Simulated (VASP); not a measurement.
Write the native input for VASP 6.6.1 that does the following.

| Item | Value |
| --- | --- |
| Task | single point |
| Functional | PBE |
| Potentials or basis | VASP PAW PBE potentials, release 64 (Pt, Cl) |
| Cutoff | 520 eV |
| k mesh | 4 × 4 × 4 |
| Occupations | gaussian, width 0.1 eV |
| Spin | no spin polarisation |
| Dipole correction | no |
| Further INCAR settings | ALGO = Normal; EDIFF = 1e-06; NBANDS = 27 |

The structure of PtCl4 lies in POSCAR:

```
PtCl4
1.0
    4.8285072080      0.0000000000      0.0000000000
    0.0000000000      4.8285072080      0.0000000000
    0.0000000000      0.0000000000      4.8285072080
Pt Cl
1 4
Direct
    0.5000000000      0.5000000000      0.5000000000
    0.0000000000      0.0000000000      0.0000000000
    0.5000000000      0.5000000000      0.0000000000
    0.5000000000      0.0000000000      0.5000000000
    0.0000000000      0.5000000000      0.5000000000
```

The cell was built by a generator and needn't be a form met in nature.

The cell isn't the ideal one: species swapped into the Mn4N type (Pm-3m, No. 221).

These files were run (other wordings do the same):

INCAR

```
PREC     = Accurate       # precision mode
ENCUT    = 520            # plane-wave cutoff, eV
EDIFF    = 1E-6           # SCF threshold, eV
ISMEAR   = 0              # smearing method
SIGMA    = 0.1            # smearing width, eV
LREAL    = False          # projectors in reciprocal space
LASPH    = True           # aspherical terms in the spheres
NELM     = 80             # most SCF steps
ALGO     = Normal         # electronic algorithm
ISIF     = 2              # what is computed and relaxed
LWAVE    = False          # write WAVECAR
LCHARG   = False          # write CHGCAR
GGA      = PE             # functional
NBANDS   = 27             # bands
```

KPOINTS

```
regular mesh
0
Gamma
  4 4 4
```

Potentials or basis: VASP PAW PBE potentials, release 64 (Pt, Cl).

Run with:

```bash
$ cat potpaw_PBE.64/Pt/POTCAR potpaw_PBE.64/Cl/POTCAR > POTCAR
$ mpirun -np 1 vasp_std > vasp.out
```

It gave:

* Pressure: -0.2 GPa
* Band gap on the k mesh: none (metal or under the smearing width)

It took 20 s on 1 thread of Intel(R) Xeon(R) Platinum 8488C (Sapphire Rapids), with other jobs on the host, peak memory 0.2 GiB.
